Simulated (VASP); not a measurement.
H3C2SNO2, 36 atoms in the cell. The cell holds a amorphous, 36 atoms: a = 8.338 Å, b = 8.338 Å, c = 8.338 Å, α = 90.00°, β = 90.00°, γ = 90.00°. The cell was built by a generator and needn't be a form met in nature.

```yaml
Program: VASP 6.6.1
Task: single point
Functional: PBE
Dispersion: D3(BJ)
Potentials_or_basis: VASP PAW PBE potentials, release 64 (C, N, H, S, O)
Cutoff: 520 eV
k_mesh: 1 × 1 × 1
Occupations: fermi-dirac, width 0.05 eV
Spin: no spin polarisation
Dipole_correction: no
Further_INCAR_settings: LREAL = Auto; ALGO = Normal; EDIFF = 1e-06; NBANDS = 92
```

Potentials or basis: VASP PAW PBE potentials, release 64 (C, N, H, S, O).

Launch:

```bash
$ cat potpaw_PBE.64/C/POTCAR potpaw_PBE.64/N/POTCAR potpaw_PBE.64/H/POTCAR potpaw_PBE.64/S/POTCAR potpaw_PBE.64/O/POTCAR > POTCAR
$ mpirun -np 1 vasp_gam > vasp.out
```

Hardware: 1 thread of Intel(R) Xeon(R) Platinum 8375C CPU @ 2.90GHz (Ice Lake), on a shared host.

Q: Estimate the wall time of this run.

A: It took 82 s on 1 thread of Intel(R) Xeon(R) Platinum 8375C CPU @ 2.90GHz (Ice Lake) (shared host), peak memory 0.59 GiB. Counts: scf iterations 18, k points 1.
